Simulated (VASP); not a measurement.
Here is the system:

```
CELL_PARAMETERS angstrom
      2.19166     1.26535     7.18835
     -2.19166     1.26535     7.18835
      0.00000    -2.53071     7.18835
ATOMIC_POSITIONS crystal
  Zn 0.50089 0.50089 0.50089
  Cd 0.99839 0.99839 0.99839
  Te 0.87019 0.87019 0.87019
  Te 0.38052 0.38052 0.38052
```

The numbers are results of LDA (Ceperley-Alder, Perdew-Zunger), VASP's LDA PAW potentials (set 64) (plane waves; VASP), not measurements. Run with 400 eV cut-off, 7×7×7 Γ-centred mesh, tetrahedra with Blöchl corrections, potentials Zn Cd Te.

Unless said otherwise, spin-orbit coupling is left out, though it shifts the bands of the heavy elements here.

**Question.** Estimate the energy per atom (σ→0), band gap (on the k-mesh) with the smallest direct gap where there is one.

**Answer.** 
```yaml
band gap (on the k-mesh): 0.74 eV
smallest direct gap (on the k-mesh): 0.74 eV
energy per atom (σ→0): -3.111 eV/atom
```

The structure comes from a computed database's ZnCdTe2 entry (R3m); how it stands against other phases isn't given here. It was relaxed first, which changed the volume by -9 %.
